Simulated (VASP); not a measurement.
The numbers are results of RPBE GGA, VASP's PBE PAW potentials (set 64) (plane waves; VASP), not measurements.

A VASP calculation is set up with these files.

File KPOINTS:
```
kpoints
0
Gamma
8 8 5
```

INCAR:
```
SYSTEM=SiC
PREC=Accurate; ENCUT=520; LREAL=.FALSE.
LASPH=.TRUE.
EDIFF=1E-7; NELM=100; ALGO=Normal
ISMEAR=0; SIGMA=0.05
GGA=RP
IBRION=2; NSW=30; ISIF=4
EDIFFG=-0.01
LWAVE=.FALSE.; LCHARG=.FALSE.
```

**POSCAR**
```
SiC
1
    1.5828728488    -2.7416159416     0.0000000000
    1.5828728488     2.7416159416     0.0000000000
    0.0000000000     0.0000000000     5.1973822992
Si C
2 2
Direct
  0.6666670000   0.3333330000   0.4995633789
  0.3333330000   0.6666670000   0.9995633789
  0.6666670000   0.3333330000   0.8754366211
  0.3333330000   0.6666670000   0.3754366211
```

POTCAR, in this order: Si C (PBE.64 set). Program: vasp_std.

Output of the run:

**OUTCAR**
```
 ion  position               nearest neighbor table
   1  0.667  0.333  0.500-   4 1.94   4 1.94   4 1.94   3 1.95
   2  0.333  0.667  1.000-   3 1.94   3 1.94   3 1.94   4 1.95
   3  0.667  0.333  0.875-   2 1.94   2 1.94   2 1.94   1 1.95
   4  0.333  0.667  0.375-   1 1.94   1 1.94   1 1.94   2 1.95
  LATTYP: Found a hexagonal cell.
 ALAT       =     3.1657454772
 C/A-ratio  =     1.6417562108
 Subroutine PRICEL returns:
 Original cell was already a primitive cell.
 Subroutine GETGRP returns: Found 12 space group operations
The static configuration has the point symmetry C_3v.
 The point group associated with its full space group is C_6v.
The dynamic configuration has the point symmetry C_3v.
 Subroutine INISYM returns: Found 12 space group operations
 Subroutine IBZKPT returns following result:
 Found     30 irreducible k-points:

 Following reciprocal coordinates:
            Coordinates               Weight
  0.000000  0.000000  0.000000      1.000000
  0.125000  0.000000  0.000000      6.000000
  0.250000  0.000000  0.000000      6.000000
  0.375000  0.000000  0.000000      6.000000
  0.500000  0.000000  0.000000      3.000000
...
```

File OSZICAR:
```
       N       E                     dE             d eps       ncg     rms          rms(c)
DAV:   1     0.365041866026E+02    0.36504E+02   -0.72903E+03   720   0.118E+03
DAV:   2    -0.284046149223E+02   -0.64909E+02   -0.58978E+02  1064   0.182E+02
DAV:   3    -0.316416065472E+02   -0.32370E+01   -0.32138E+01   948   0.409E+01
DAV:   4    -0.316850263504E+02   -0.43420E-01   -0.43373E-01   908   0.543E+00
DAV:   5    -0.316858565356E+02   -0.83019E-03   -0.83000E-03   936   0.723E-01    0.119E+01
DAV:   6    -0.285873106119E+02    0.30985E+01   -0.96137E+00   884   0.193E+01    0.551E+00
DAV:   7    -0.285492550180E+02    0.38056E-01   -0.77574E-01   924   0.580E+00    0.244E+00
DAV:   8    -0.285453200761E+02    0.39349E-02   -0.40213E-02   844   0.156E+00    0.548E-01
DAV:   9    -0.285462858084E+02   -0.96573E-03   -0.71509E-03   896   0.673E-01    0.154E-01
DAV:  10    -0.285468675709E+02   -0.58176E-03   -0.11142E-03   840   0.247E-01    0.551E-02
DAV:  11    -0.285469063166E+02   -0.38746E-04   -0.23558E-04   876   0.114E-01    0.929E-03
DAV:  12    -0.285469103584E+02   -0.40418E-05   -0.93007E-06   884   0.253E-02    0.399E-03
DAV:  13    -0.285469111881E+02   -0.82965E-06   -0.12054E-06   896   0.906E-03    0.330E-03
DAV:  14    -0.285469111912E+02   -0.31323E-08   -0.16396E-07   684   0.318E-03
   1 F= -.28546911E+02 E0= -.28546911E+02  d E =-.285469E+02
```

OUTCAR:
```
------------------------ aborting loop because EDIFF is reached ----------------------------------------
  FORCE on cell =-STRESS in cart. coord.  units (eV):
  Direction    XX          YY          ZZ          XY          YZ          ZX
  --------------------------------------------------------------------------------------
  Total       -3.0244781     -3.0244775     -3.0210831     -0.0000000      0.0000000      0.0000000
  in kB     -107.4221196   -107.4220996   -107.3015395     -0.0000000      0.0000000      0.0000000
  external PRESSURE =    -107.3819196 kB  Pullay stress =       0.0000000 kB
  volume of cell :       45.11
      direct lattice vectors                 reciprocal lattice vectors
     1.582872849 -2.741615942  0.000000000     0.315881342 -0.182374195  0.000000000
     1.582872849  2.741615942  0.000000000     0.315881342  0.182374195  0.000000000
     0.000000000  0.000000000  5.197382299     0.000000000  0.000000000  0.192404550
  FREE ENERGIE OF THE ION-ELECTRON SYSTEM (eV)
  ---------------------------------------------------
  free  energy   TOTEN  =       -28.5469111912 eV

  energy  without entropy=      -28.5469111912  energy(sigma->0) =      -28.54691119

 reached required accuracy - stopping structural energy minimisation
```
(Selected blocks of OUTCAR.)

The compound is SiC in the wurtzite structure, the rare 2H polytype. This cell is one point of a volume scan, at 1.06 of the reference volume.
